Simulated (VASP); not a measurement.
Hf:

```xyz
2
Lattice="3.1967 0.0000 0.0000 -1.5983 2.7684 0.0000 0.0000 0.0000 5.0578" Properties=species:S:1:pos:R:3 pbc="T T T"
Hf    0.0000    1.8456    1.2645
Hf    1.5984    0.9228    3.7934
```

| Property | Result |
| --- | --- |
| Program | VASP 6.6.1 |
| Task | relaxation of cell and atoms |
| Functional | PBE |
| Dispersion | D3(BJ) |
| Potentials or basis | VASP PAW PBE potentials, release 64 (Hf_pv) |
| Cutoff | 600 eV |
| k mesh | 18 × 18 × 9 |
| Occupations | methfessel-paxton, width 0.1 eV |
| Spin | no spin polarisation |

At the start: pressure -3.0 GPa; volume 22.38 Å³/atom.

Where does the relaxation end?

Over 3 steps the energy falls by 6.0 meV/atom and the volume is 21.77 Å³/atom (-2.7 %); space group P6_3/mmc (No. 194, to 0.05 Å).

The path:
```
step  energy change (eV)  largest force (eV/Å)  pressure (GPa)  volume (Å³)
   1              0.0000                0.0000           -3.04        44.76
   2              0.0064                0.0000            4.15        42.06
   3             -0.0120                0.0000           -0.02        43.53
```

Final structure:
```
Hf
1.0
     3.16812    0.00000    0.00000
    -1.58406    2.74367    0.00000
     0.00000    0.00000    5.00804
Hf
2
Direct
  0.33333 0.66667 0.25000
  0.66667 0.33333 0.75000
```

Caveat: pairwise dispersion overbinds metals, which lowers pressure and volume.
